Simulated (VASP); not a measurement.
Data:

Space group Fm-3m (No. 225); a = b = c = 4.053 Å, α = β = γ = 90.00°

```
atom  site  symmetry       x       y       z
----  ----  --------  ------  ------  ------
Ag      4a      m-3m  0.0000  0.0000  0.0000
```
(The calculation used a cell of 1 atom; values per cell refer to that cell.)

Calculation: AM05 GGA, VASP's PBE PAW potentials (set 64) (plane waves; VASP). Settings: 520 eV cut-off, 15×15×15 Γ-centred mesh, first-order Methfessel-Paxton smearing of 0.10 eV, potentials Ag.

Problem. Give the energy at these volumes per atom, relative to the lowest: 15.63, 16.12, 16.62, 17.12, 17.62 Å³.

Solution. 25.4, 6.2, 0.0, 4.6, 18.0 meV/atom. A third-order Birch-Murnaghan fit gives B0 = 114 GPa and B0′ = 5.5.

Measured: bulk modulus 110 GPa at 0 K (computed value off by +3.5 %), as given by H. Levämäki et al., Physical Review B (2014), arXiv:1402.3671 [corrected for temperature and zero-point phonon effects]; a 4.062 Å at 0 K (computed value off by -0.2 %), as given by Daniel Mejia-Rodriguez et al., Physical Review B (2018), arXiv:1807.09216 [static lattice: zero-point anharmonic expansion removed].

The compound is Ag in the fcc structure. It was relaxed first.
